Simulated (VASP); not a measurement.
Given:

```yaml
crystal:
  lattice:
    - [-1.88364, 1.88364, 3.35613]
    - [1.88364, -1.88364, 3.35613]
    - [1.88364, 1.88364, -3.35613]
  atoms:
    - { symbol: Ba, position: [0.00000, 0.00000, 0.00000] }
    - { symbol: O, position: [0.39070, 0.39070, 0.00000] }
    - { symbol: O, position: [0.60930, 0.60930, 0.00000] }
```

Calculation: LDA (Ceperley-Alder, Perdew-Zunger), VASP's LDA PAW potentials (set 64) (plane waves; VASP). Settings: 520 eV cut-off, 9×9×9 Γ-centred mesh, tetrahedra with Blöchl corrections, potentials Ba_sv O.

The cores are frozen, which limits the accuracy of field gradients.

**Question.** Give the principal components of the electric field gradient (V/Å²) and the asymmetry η at each nucleus.

**Answer.** 
| atom | Vxx | Vyy | Vzz | η |
|---|---|---|---|---|
| Ba1 | 14.0 | 14.0 | -28.1 | 0.00 |
| O2 | -143.5 | -143.5 | 287.0 | 0.00 |
| O3 | -143.5 | -143.5 | 287.0 | 0.00 |

The structure comes from a computed database's BaO2 entry (I4/mmm); how it stands against other phases isn't given here. It was relaxed first, which changed the volume by -6 %.
